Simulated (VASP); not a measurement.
## Sound and unsound inputs on LaSi3Ru

Which changes to a sound input spoil a run on LaSi3Ru, which are harmless, and which give a warning? All runs use r2SCAN. The start is a computed cell from the Materials Project.

Calculated with VASP 6.6.1; r2SCAN; plane waves and PAW (La, Si, Ru_pv).

This is a report of a sequence of runs, with most program output left out.

## Step 1: The structure

Symmetry: I4mm, No. 107, tetragonal system. Conventional cell: a = 4.265 Å, b = 4.265 Å, c = 9.964 Å, α = 90.00°, β = 90.00°, γ = 90.00°. La has 12 Si at 3.12 to 3.37 Å and 5 Ru at 3.39 to 3.42 Å nearest. Nearest to Si lie 1 Ru at 2.37 Å and 4 Si at 2.65 Å and 4 La at 3.12 Å. Si has 2 Ru at 2.38 Å and 6 Si at 2.65 to 3.02 Å and 4 La at 3.19 to 3.37 Å nearest. Nearest to Ru lie 5 Si at 2.37 to 2.38 Å and 5 La at 3.39 to 3.42 Å. Farther neighbours are not listed.

## Step 2: Reference run

A single point gives energy, forces and stress at these settings. r2SCAN adds the kinetic-energy density, costs more than a GGA and is run with LASPH.

Input file INCAR:

```
SYSTEM = LaSi3Ru
PREC = Accurate
ENCUT = 400
EDIFF = 1E-06
NELM = 100
ISMEAR = -1
SIGMA = 0.05
LREAL = .FALSE.
ALGO = Normal
METAGGA = R2SCAN
LASPH = .TRUE.
NBANDS = 24
LORBIT = 11
LWAVE = .FALSE.
LCHARG = .FALSE.
KPAR = 4
ISIF = 2
```

Input file POSCAR:

```
LaSi3Ru
1.0
   -2.1327286600      2.1327286600      4.9822326100
    2.1327286600     -2.1327286600      4.9822326100
    2.1327286600      2.1327286600     -4.9822326100
La Si Ru
1 3 1
Direct
    0.9992937100      0.9992937100      0.0000000000
    0.4177275300      0.4177275300      0.0000000000
    0.2606647200      0.7606647200      0.5000000000
    0.7606647200      0.2606647200      0.5000000000
    0.6556503100      0.6556503100      0.0000000000
```

Input file KPOINTS:

```
Automatic mesh
0
Gamma
6 6 6
0 0 0
```

The projector-augmented-wave data sets are La, Si and Ru_pv (PBE family, release 64).

Started as:

```
$ mpirun -np 4 vasp_std
```

Run time: 2 min. Hardware: 4 MPI ranks of AMD EPYC 9R45, shared host; peak memory 1.1 GiB.

This run has no spin polarisation. Its electron count is odd, so without a moment it is a metal by construction. The k-mesh is coarse for a metal. The PAW data sets were made with PBE, which is usual practice but a small mismatch for other functionals.

This step gave:

- SCF cycles: 35
- electrons: 37
- bands: 24
- irreducible k-points: 30
- symmetry operations: 8
- free energy (TOTEN): -85.1575 eV
- energy at zero smearing: -85.1507 eV
- Fermi energy: 9.47 eV
- pressure: -0.1146 GPa
- metallic, judged on the points sampled: yes

Force by atom:

```
atom  x (eV/Å)  y (eV/Å)  z (eV/Å)    size
 La1    0.0000    0.0000   -0.0664  0.0664
 Si2    0.0000    0.0000    0.0638  0.0638
 Si3    0.0000    0.0000    0.0098  0.0098
 Si4    0.0000    0.0000    0.0098  0.0098
 Ru5    0.0000    0.0000   -0.0169  0.0169
```

The pressure is -0.11 GPa and the largest force 0.066 eV/Å, so the cell is not at a minimum at these settings.

## Step 3: Total energy, forces and stress (r2SCAN) with a changed input

A single point gives energy, forces and stress at these settings. Some settings are moved from the usual, to see what they do.

INCAR: that of step 2 with these lines changed.

```diff
@@ -3,3 +3,3 @@
 ENCUT = 400
-EDIFF = 1E-06
+EDIFF = 1E-08
 NELM = 100
```

POSCAR is that of step 2.

Input file KPOINTS:

```
Automatic mesh
0
Monkhorst-Pack
6 6 6
0 0 0
```

Started as:

```
$ mpirun -np 4 vasp_std
```

Run time: 61 s. Hardware: 4 MPI ranks; peak memory 1.1 GiB.

Numbers from this step:

* SCF cycles: 19
* irreducible k-points: 28
* free energy (TOTEN): -85.1609 eV
* energy at zero smearing: -85.1542 eV
* Fermi energy: 9.502 eV
* pressure: -0.2141 GPa

Force by atom:

```
atom  x (eV/Å)  y (eV/Å)  z (eV/Å)    size
 La1    0.0000    0.0000    0.0000  0.0000
 Si2    0.0000    0.0000    0.0637  0.0637
 Si3    0.0000    0.0000   -0.0285  0.0285
 Si4    0.0000    0.0000   -0.0285  0.0285
 Ru5    0.0000    0.0000   -0.0067  0.0067
```

Against the reference run the energy at zero smearing moves by -0.69 meV an atom and the pressure by -0.10 GPa.

## Step 4: A single point (r2SCAN) with a changed input

This run is made with a changed input; what comes of it follows.

INCAR: that of step 3 with these lines changed.

```diff
@@ -3,6 +3,6 @@
 ENCUT = 400
-EDIFF = 1E-08
-NELM = 100
-ISMEAR = -1
-SIGMA = 0.05
+EDIFF = 1E-06
+NELM = 94
+ISMEAR = 1
+SIGMA = 2
 LREAL = .FALSE.
```

POSCAR is that of step 3.

Input file KPOINTS:

```
Automatic mesh
0
Gamma
6 6 6
0 0 0
```

Started as:

```
$ mpirun -np 4 vasp_std
```

Wall time 2.2 min (4 MPI ranks); peak memory 1.1 GiB.

The run converged, but on settings that are not sound, so its numbers are not to be trusted.

Against the sound run on this cell (reference run) the energy at zero smearing moves by +29.8 meV an atom and the pressure by -1.20 GPa.

The fault in the input: smearing far too wide (ISMEAR = 1 and SIGMA = 2.0). Lower SIGMA until the entropy term is about 1 meV an atom.

## Step 5: Self-consistent run (r2SCAN) with a changed input

Input file INCAR:

```
SYSTEM = LaSi3Ru
PREC = Accurate
ENCUT = 250
EDIFF = 1E-06
NELM = 100
ISMEAR = -1
SIGMA = 0.05
LREAL = .FALSE.
ALGO = Normal
METAGGA = R2SCAN
LASPH = .TRUE.
NBANDS = 19
LORBIT = 11
LWAVE = .FALSE.
LCHARG = .FALSE.
KPAR = 4
ISIF = 2
```

POSCAR is that of step 4.

KPOINTS is that of step 4.

Started as:

```
$ mpirun -np 4 vasp_std
```

The job ended after 45 s (4 MPI ranks; peak memory 0.66 GiB).

The run converged; its settings lie outside those of the reference runs, so its numbers are set aside.

Against the sound run on this cell (reference run) the energy at zero smearing moves by +14.5 meV an atom and the pressure by -1.22 GPa.

Settings moved from the usual: ENCUT = 250 and NBANDS = 19.

NBANDS is too small here: the log warns that the highest band is occupied, so needed states are cut off. The cutoff falls from 400 to 250 eV, which shrinks the basis; the stress suffers most (Pulay stress), and PAW energies need not rise evenly as the basis shrinks.

## Step 6: Full relaxation (r2SCAN) with a changed input

Properties are meant for the cell that this level of theory prefers, so cell and atoms are relaxed first (ISIF = 3) until forces and stress are small; EDIFFG sets the threshold. Some settings are moved from the usual, to see what they do.

Input file INCAR:

```
SYSTEM = LaSi3Ru
PREC = Accurate
ENCUT = 400
EDIFF = 1E-04
NELM = 100
ISMEAR = -1
SIGMA = 0.05
LREAL = .FALSE.
ALGO = Normal
METAGGA = R2SCAN
LASPH = .TRUE.
NBANDS = 24
LORBIT = 11
LWAVE = .FALSE.
LCHARG = .FALSE.
KPAR = 4
IBRION = 2
NSW = 60
ISIF = 3
EDIFFG = -0.01
```

POSCAR is that of step 5.

KPOINTS is that of step 5.

Started as:

```
$ mpirun -np 4 vasp_std
```

Run time: 4.8 min. Hardware: 4 MPI ranks; peak memory 1.2 GiB; 19 min of CPU time.

The run converged. In volume (within 0.3 %) and energy (within 2 meV an atom) it ends like the sound relaxation.

Settings moved from the usual: EDIFF = 0.0001.

## Step 7: Full relaxation (r2SCAN) with a changed input, try 2

INCAR: that of step 6 with these lines changed.

```diff
@@ -3,4 +3,4 @@
 ENCUT = 400
-EDIFF = 1E-04
-NELM = 100
+EDIFF = 1E-06
+NELM = 86
 ISMEAR = -1
@@ -17,3 +17,3 @@
 IBRION = 2
-NSW = 60
+NSW = 2
 ISIF = 3
```

POSCAR is that of step 6.

KPOINTS is that of step 6.

Started as:

```
$ mpirun -np 4 vasp_std
```

It took 2.6 min on 4 MPI ranks; peak memory 1.1 GiB.

The relaxation used up its NSW steps before forces and stress met EDIFFG.

The fault in the input: too few ionic steps (NSW = "2"). Raise NSW.

## Step 8: Total energy, forces and stress (r2SCAN) with a changed input, try 2

Input file INCAR:

```
SYSTEM = LaSi3Ru
PREC = Accurate
ENCUT = 400
EDIFF = 1E-04
NELM = 100
ISMEAR = 0
SIGMA = 0.1
LREAL = .FALSE.
ALGO = Normal
METAGGA = R2SCAN
LASPH = .TRUE.
NBANDS = 24
LORBIT = 11
LWAVE = .FALSE.
LCHARG = .FALSE.
KPAR = 4
ISIF = 2
```

POSCAR is that of step 7.

Input file KPOINTS:

```
Automatic mesh
0
Gamma
2 2 2
0 0 0
```

Started as:

```
$ mpirun -np 4 vasp_std
```

It took 17 s on 4 MPI ranks; peak memory 0.92 GiB.

The run converged; its settings lie outside those of the reference runs, so its numbers are set aside.

Against the sound run on this cell (reference run) the energy at zero smearing moves by -67.3 meV an atom and the pressure by -1.06 GPa.

Settings moved from the usual: EDIFF = 0.0001, k-mesh = 2×2×2, ISMEAR = 0 and SIGMA = 0.1. KPOINTS differs too.

The mesh holds 4 irreducible points against 30.

## Step 9: Relaxing cell and atoms (r2SCAN)

Properties are meant for the cell that this level of theory prefers, so cell and atoms are relaxed first (ISIF = 3) until forces and stress are small; EDIFFG sets the threshold.

Input file INCAR:

```
SYSTEM = LaSi3Ru
PREC = Accurate
ENCUT = 400
EDIFF = 1E-06
NELM = 100
ISMEAR = -1
SIGMA = 0.05
LREAL = .FALSE.
ALGO = Normal
METAGGA = R2SCAN
LASPH = .TRUE.
NBANDS = 24
LORBIT = 11
LWAVE = .FALSE.
LCHARG = .FALSE.
KPAR = 4
IBRION = 2
NSW = 60
ISIF = 3
EDIFFG = -0.01
```

POSCAR is that of step 8.

Input file KPOINTS:

```
Automatic mesh
0
Gamma
6 6 6
0 0 0
```

Started as:

```
$ mpirun -np 4 vasp_std
```

Wall time 5.4 min (4 MPI ranks); peak memory 1.1 GiB; 21 min of CPU time.

The run keeps the 8 symmetry operations of its start, so it cannot find a distortion of lower symmetry.

Step by step:

```
step  energy less that of the first step (eV)  largest force (eV/Å)  pressure (GPa)  volume (Å³)
   1                                   0.0000                0.0664           -0.11        90.65
   2                                  -0.0009                0.0611            0.12        90.48
   3                                  -0.0011                0.0541            0.29        90.36
   4                                  -0.0015                0.0363           -0.05        90.58
   5                                  -0.0015                0.0364           -0.05        90.58
   6                                  -0.0016                0.0163           -0.02        90.57
   7                                  -0.0016                0.0139           -0.01        90.57
   8                                  -0.0017                0.0112            0.00        90.56
   9                                  -0.0017                0.0135            0.03        90.55
  10                                  -0.0017                0.0085            0.02        90.56
```

```
conventional cell, symmetrised  before   after  change
                         a (Å)   4.265   4.254  -0.3 %
                         b (Å)   4.265   4.254  -0.3 %
                         c (Å)   9.964  10.010  +0.5 %
              volume (Å³/atom)   18.13   18.11  -0.1 %
```

The atoms that moved most (Å, as changes of fractional coordinates times the final cell):

```
atom     dx     dy      dz  length
 La1  0.000  0.000  -0.014   0.014
 Si2  0.000  0.000   0.010   0.010
```

Final coordinates:

```xyz
5
Lattice="-2.1268 2.1268 5.0049 2.1268 -2.1268 5.0049 2.1268 2.1268 -5.0049" Properties=species:S:1:pos:R:3 pbc="T T T"
La    0.0000    0.0000    9.9891
Si    0.0000    0.0000    4.1914
Si    2.1268    0.0000    2.6113
Si    0.0000    2.1268    2.6113
Ru    0.0000    0.0000    6.5624
```

Numbers from this step:

```yaml
irreducible_k_points: 30
free_energy_toten: -85.1592 eV
energy_at_zero_smearing: -85.1526 eV
fermi_energy: 9.482 eV
pressure: 0.01887 GPa
scf_cycles_over_all_ionic_steps: 79
```

It ends with a largest force of 0.008 eV/Å and a pressure of 0.02 GPa.

## Step 10: The runs together

| changed | job | ended | energy (meV/atom) | pressure (GPa) | volume (%) |
| --- | --- | --- | --- | --- | --- |
| EDIFF = 1e-08, shifted = True | single point | converged | -0.69 | -0.10 | - |
| ISMEAR = 1, SIGMA = 2.0 | single point | converged, with a warning or advice | +29.76 | -1.20 | - |
| ENCUT = 250, NBANDS = 19 | single point | converged, with a warning or advice | +14.48 | -1.22 | - |
| EDIFF = 0.0001 | relaxation | converged | - | - | +0.1 |
| NELM = 86, NSW = 2 | relaxation | not converged | - | - | - |
| EDIFF = 0.0001, k = 2×2×2, ISMEAR = 0, SIGMA = 0.1 | single point | converged | -67.33 | -1.06 | - |

## Step 11: Outcome

```json
{
 "EDIFF = 1e-08, shifted = True (single point)": "converged, -0.69 meV/atom",
 "ISMEAR = 1, SIGMA = 2.0 (single point)": "converged, with a warning or advice, +29.76 meV/atom",
 "ENCUT = 250, NBANDS = 19 (single point)": "converged, with a warning or advice, +14.48 meV/atom",
 "EDIFF = 0.0001 (relaxation)": "converged, volume +0.1 %",
 "NELM = 86, NSW = 2 (relaxation)": "not converged",
 "EDIFF = 0.0001, k = 2×2×2, ISMEAR = 0, SIGMA = 0.1 (single point)": "converged, -67.33 meV/atom"
}
```

**Reading.** Changes that show themselves, by a stop, a warning or no convergence: ISMEAR = 1, SIGMA = 2.0; ENCUT = 250, NBANDS = 19; NELM = 86, NSW = 2 (where several settings stand together, the step names the one at fault, if it is known). Changes that converge quietly and move the result by over 10 meV an atom or 1 % in volume: EDIFF = 0.0001, k = 2×2×2, ISMEAR = 0, SIGMA = 0.1. Differences of single points are from the reference run, and of volumes from the sound relaxation. The k-sampling is coarse for a metal, so the Fermi level, pressures and the shape of the cell carry errors. With an odd electron count and no spin the cell is a metal by construction.

[Lines on the potential files, build, host, timing and source positions are cut from VASP's logs without a mark.]

[Logs are printed without paths, hosts, clocks, repeated set-up lines and the standing remarks that a program may print on its own settings, such as how far it seeks lower states.]

[Hosts, paths, dates, database ids (printed as entryN), source tags and the programs' standing remarks are cut or masked in the printed files.]

[A measured line is paired with the nearest computed mode of its activity, which favours agreement.]

[In band tables of VASP the shares of atoms and orbitals are scaled to a sum of 1 inside the atoms' spheres.]
